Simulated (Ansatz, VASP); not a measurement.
# CsReC2: VASP beside Ansatz

File INCAR:

```
ALGO = Normal
EDIFF = 1E-6
ENCUT = 520
GGA = PE
ISIF = 2
ISMEAR = 0
LASPH = True
LCHARG = False
LREAL = False
LWAVE = False
NBANDS = 20
NELM = 100
PREC = Accurate
SIGMA = 0.1
```

File KPOINTS:

```
k-points
0
Gamma
  6 6 4
```

File POSCAR:

```
CsReC2
1.0
    3.3859228400      0.0000000000      0.0000000000
    0.0000000000      3.3859228400      0.0000000000
    0.0000000000      0.0000000000      6.7718456800
Cs Re C
1 1 2
Direct
    0.0000000000      0.0000000000      0.5000000000
    0.0000000000      0.0000000000      0.0000000000
    0.5000000000      0.5000000000      0.2500000000
    0.5000000000      0.5000000000      0.7500000000
```

Input for Ansatz:

```yaml
crystal:
  lattice:
    - [3.38592284, 0.0, 0.0]
    - [0.0, 3.38592284, 0.0]
    - [0.0, 0.0, 6.77184568]
  atoms:
    - { symbol: Cs, position: [0.0, 0.0, 0.5] }
    - { symbol: Re, position: [0.0, 0.0, 0.0] }
    - { symbol: C, position: [0.5, 0.5, 0.25] }
    - { symbol: C, position: [0.5, 0.5, 0.75] }
basis:
  ecutwfc: 420
kpoints:
  mp_grid: { grid: [6, 6, 4] }
hamiltonian:
  xc: pbe
scf:
  occupations: { method: gaussian, width: 0.1 }
  lower_state_search: "off"
output:
  forces: true
  stress: true
  eigenvalues: true
```

Alike in both runs: task single point; functional PBE; k mesh 6 × 6 × 4; occupations gaussian, width 0.1 eV; no spin polarisation.

|  | VASP | Ansatz |
| --- | --- | --- |
| version | VASP 6.6.1 | Ansatz 0.2.0 |
| potentials or method | VASP PAW PBE potentials, release 64 (Cs_sv, Re, C) | scalar-relativistic, plane waves, PAW |
| plane-wave cutoff (eV) | 520 | 420 |
| valence electrons in the cell | 24 | 32 |

|  | VASP | Ansatz | Ansatz less VASP |
| --- | --- | --- | --- |
| gap on the k mesh at the Fermi level (eV) | none | none | - |
| pressure (GPa) | -17.6 | -18.1 | -0.44 |
| largest component of the traceless stress (GPa) | 4.63 | 4.73 | +0.102 |
| rms of the force components (eV/Å) | 1.709 | 1.697 | -0.0116 |

Atom by atom the forces differ by 0.012 eV/Å (rms over components). A gap of «none» marks a metal or a gap that the smearing closes. With one functional, cell and mesh, what is left measures potentials, basis and numerics. The two sets of potentials don't hold the same shells in valence.

Caveats: so large a pressure means that the cell lies far from this level's equilibrium, or that cutoff or potentials fall short (VASP); forces of over 1 eV/Å show positions far from the minimum, so gaps and moduli don't describe the material at rest. The runs have no spin-orbit coupling, so splittings on Cs, Re are missing.
